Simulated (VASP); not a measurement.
Computed with r2SCAN meta-GGA, VASP's PBE PAW potentials (set 64) (plane waves; VASP).

VASP input:

**KPOINTS_OPT**
```
k-points along high-symmetry lines
10
Line-mode
Reciprocal
  0.000000   0.000000   0.000000 ! GAMMA
  0.000000   0.500000   0.000000 ! X

  0.000000   0.500000   0.000000 ! X
  0.500000   0.500000   0.000000 ! M

  0.500000   0.500000   0.000000 ! M
  0.000000   0.000000   0.000000 ! GAMMA

  0.000000   0.000000   0.000000 ! GAMMA
  0.500000   0.500000   0.500000 ! R

  0.500000   0.500000   0.500000 ! R
  0.000000   0.500000   0.000000 ! X

  0.500000   0.500000   0.500000 ! R
  0.500000   0.500000   0.000000 ! M
```

POSCAR:
```
TiCo
5.8993760
  0.5000000074   0.0000000000   0.0000000000
  0.0000000000   0.5000000074   0.0000000000
  0.0000000000   0.0000000000   0.5000000074
Ti Co
1 1
Direct
  0.0000000000   0.0000000000   0.0000000000
  0.5000000000   0.5000000000   0.5000000000
```

### KPOINTS
```
K-points
0
gamma
  14 14 14
0 0 0
```

INCAR:
```
LMIXTAU = .TRUE.
PREC = Accurate
LMAXMIX = 4
NEDOS = 601   # DOS grid
LREAL = .FALSE.   # projection in real space or not
ALGO = Normal   # blocked Davidson
LASPH = .TRUE.   # aspherical one-centre terms
NELM = 100
LORBIT = 11
SYSTEM = TiCo
LWAVE = .FALSE.
LCHARG = .FALSE.
EDIFF = 1E-7   # SCF stop (eV)
ENCUT = 400
METAGGA = R2SCAN
ISIF = 2
ISMEAR = -5
```

POTCAR, in this order: Ti_sv Co (PBE.64 set). Program: vasp_std.

The resulting files:

File OUTCAR:
```
 ion  position               nearest neighbor table
   1  0.000  0.000  0.000-   2 2.55   2 2.55   2 2.55   2 2.55   2 2.55   2 2.55   2 2.55   2 2.55
  LATTYP: Found a simple cubic cell.
 ALAT       =     2.9496880437
 Subroutine PRICEL returns:
 Original cell was already a primitive cell.
 Subroutine GETGRP returns: Found 48 space group operations
The static configuration has the point symmetry O_h .
The dynamic configuration has the point symmetry O_h .
 Subroutine INISYM returns: Found 48 space group operations
 Subroutine IBZKPT returns following result:
 Found    120 irreducible k-points:

 Following reciprocal coordinates:
            Coordinates               Weight
  0.000000  0.000000  0.000000      1.000000
  0.071429  0.000000  0.000000      6.000000
  0.142857  0.000000  0.000000      6.000000
  0.214286  0.000000  0.000000      6.000000
  0.285714  0.000000  0.000000      6.000000
  0.357143  0.000000  0.000000      6.000000
  0.428571  0.000000  0.000000      6.000000
  0.500000  0.000000  0.000000      3.000000
  0.071429  0.071429  0.000000     12.000000
  0.142857  0.071429  0.000000     24.000000
  0.214286  0.071429  0.000000     24.000000
  0.285714  0.071429  0.000000     24.000000
  0.357143  0.071429  0.000000     24.000000
  0.428571  0.071429  0.000000     24.000000
  0.500000  0.071429  0.000000     12.000000
  0.142857  0.142857  0.000000     12.000000
  0.214286  0.142857  0.000000     24.000000
  0.285714  0.142857  0.000000     24.000000
  0.357143  0.142857  0.000000     24.000000
  0.428571  0.142857  0.000000     24.000000
  0.500000  0.142857  0.000000     12.000000
  0.214286  0.214286  0.000000     12.000000
  0.285714  0.214286  0.000000     24.000000
  0.357143  0.214286  0.000000     24.000000
  0.428571  0.214286  0.000000     24.000000
...
```

### OSZICAR
```
       N       E                     dE             d eps       ncg     rms          rms(c)
DAV:   1     0.126550590727E+03    0.12655E+03   -0.91540E+03  3360   0.163E+03
DAV:   2    -0.248748808486E+02   -0.15143E+03   -0.14916E+03  3408   0.392E+02
DAV:   3    -0.337362280474E+02   -0.88613E+01   -0.88015E+01  5150   0.105E+02
DAV:   4    -0.340042102023E+02   -0.26798E+00   -0.26727E+00  4168   0.154E+01
DAV:   5    -0.340132101506E+02   -0.89999E-02   -0.89982E-02  4886   0.260E+00    0.162E+01
DAV:   6    -0.290907265030E+02    0.49225E+01   -0.38642E+01  4050   0.101E+02    0.137E+01
DAV:   7    -0.274336644383E+02    0.16571E+01   -0.24259E+01  5128   0.581E+01    0.117E+01
DAV:   8    -0.267202446451E+02    0.71342E+00   -0.62770E+00  5114   0.274E+01    0.214E+00
DAV:   9    -0.266947730247E+02    0.25472E-01   -0.28761E-01  3754   0.579E+00    0.192E+00
DAV:  10    -0.266737278513E+02    0.21045E-01   -0.30824E-01  4030   0.833E+00    0.822E-01
DAV:  11    -0.266929412307E+02   -0.19213E-01   -0.67233E-02  3444   0.356E+00    0.195E-01
DAV:  12    -0.267020276435E+02   -0.90864E-02   -0.16045E-02  3814   0.156E+00    0.102E-01
DAV:  13    -0.267013364081E+02    0.69124E-03   -0.27378E-03  4538   0.561E-01    0.749E-02
DAV:  14    -0.267019618941E+02   -0.62549E-03   -0.42886E-04  3942   0.238E-01    0.284E-02
DAV:  15    -0.267022266104E+02   -0.26472E-03   -0.21233E-04  3490   0.166E-01    0.107E-02
DAV:  16    -0.267022218841E+02    0.47263E-05   -0.37563E-05  4824   0.797E-02    0.156E-02
DAV:  17    -0.267022250999E+02   -0.32158E-05   -0.60234E-06  3684   0.386E-02    0.668E-03
DAV:  18    -0.267022264606E+02   -0.13607E-05   -0.17307E-06  3498   0.186E-02    0.295E-03
DAV:  19    -0.267022272661E+02   -0.80552E-06   -0.39478E-07  3504   0.728E-03    0.133E-03
DAV:  20    -0.267022275527E+02   -0.28659E-06   -0.44313E-08  1812   0.236E-03    0.879E-04
DAV:  21    -0.267022276981E+02   -0.14539E-06   -0.39294E-08  1788   0.300E-03    0.143E-04
DAV:  22    -0.267022277493E+02   -0.51202E-07   -0.88490E-09  1794   0.104E-03
   1 F= -.26702228E+02 E0= -.26702228E+02  d E =0.000000E+00
       N       E                     dE             ncg
```

**OUTCAR**
```
------------------------ aborting loop because EDIFF is reached ----------------------------------------
  FORCE on cell =-STRESS in cart. coord.  units (eV):
  Direction    XX          YY          ZZ          XY          YZ          ZX
  --------------------------------------------------------------------------------------
  Total       -0.0141870     -0.0141870     -0.0141870     -0.0000000      0.0000000     -0.0000000
  in kB       -0.8856735     -0.8856735     -0.8856735     -0.0000000      0.0000000     -0.0000000
  external PRESSURE =      -0.8856735 kB  Pullay stress =       0.0000000 kB
  volume of cell :       25.66
      direct lattice vectors                 reciprocal lattice vectors
     2.949688044  0.000000000  0.000000000     0.339018901  0.000000000  0.000000000
     0.000000000  2.949688044  0.000000000     0.000000000  0.339018901  0.000000000
     0.000000000  0.000000000  2.949688044     0.000000000  0.000000000  0.339018901
 POSITION                                       TOTAL-FORCE (eV/Angst)
 -----------------------------------------------------------------------------------
      0.00000      0.00000      0.00000         0.000000      0.000000      0.000000
      1.47484      1.47484      1.47484         0.000000      0.000000      0.000000
 -----------------------------------------------------------------------------------
    total drift:                               -0.000000      0.000000      0.000000
  FREE ENERGIE OF THE ION-ELECTRON SYSTEM (eV)
  ---------------------------------------------------
  free  energy   TOTEN  =       -26.7022277493 eV

  energy  without entropy=      -26.7022277493  energy(sigma->0) =      -26.70222775

 total charge

# of ion       s       p       d       tot
------------------------------------------
    1        2.249   6.201   1.833  10.282
    2        0.560   0.506   7.366   8.432
--------------------------------------------------
tot          2.809   6.708   9.198  18.715
```
(Selected blocks of OUTCAR.)

### OUTCAR
```
 val. band max:       10.4252373659   @ k =   0.4286   0.2857   0.0714

 cond. band min:      10.4217880217   @ k =   0.3571   0.3571   0.3571


 Fermi energy:        10.4432689947

 k-point     1 :       0.0000    0.0000    0.0000
  band No.  band energies     occupation
      1     -49.1624      2.00000
      2     -24.2052      2.00000
      3     -24.2052      2.00000
      4     -24.2052      2.00000
      5       2.1235      2.00000
      6       6.2980      2.00000
      7       6.2980      2.00000
      8       8.7296      2.00000
      9       8.7296      2.00000
     10       8.7296      2.00000
     11      11.3162      0.00000
     12      11.3162      0.00000
     13      13.3437      0.00000
     14      13.3437      0.00000

 k-point     2 :       0.0714    0.0000    0.0000
  band No.  band energies     occupation
      1     -49.1604      2.00000
      2     -24.2231      2.00000
      3     -24.2039      2.00000
      4     -24.2039      2.00000
      5       2.2321      2.00000
      6       6.3481      2.00000
      7       6.3485      2.00000
      8       8.7209      2.00000
      9       8.7209      2.00000
     10       8.7485      2.00000
     11      11.2587      0.00000
     12      11.3374      0.00000
     13      13.1907      0.00000
     14      13.1907      0.00000

 k-point     3 :       0.1429    0.0000    0.0000
  band No.  band energies     occupation
      1     -49.1551      2.00000
      2     -24.2730      2.00000
      3     -24.2003      2.00000
      4     -24.2003      2.00000
      5       2.5516      2.00000
      6       6.4848      2.00000
      7       6.4971      2.00000
      8       8.6976      2.00000
      9       8.6977      2.00000
     10       8.8025      2.00000
     11      11.0894      0.00000
     12      11.3871      0.00000
     13      12.8020      0.00000
     14      12.8020      0.00000

 k-point     4 :       0.2143    0.0000    0.0000
  band No.  band energies     occupation
...
```

For a metal the tetrahedron method with Blöchl corrections gives inexact stress and forces.

The compound is TiCo in the CsCl type structure. It was relaxed first. The run is not spin-polarised, so no magnetic state was tried. The electron count is odd and the run is not spin-polarised, which forces a metal.
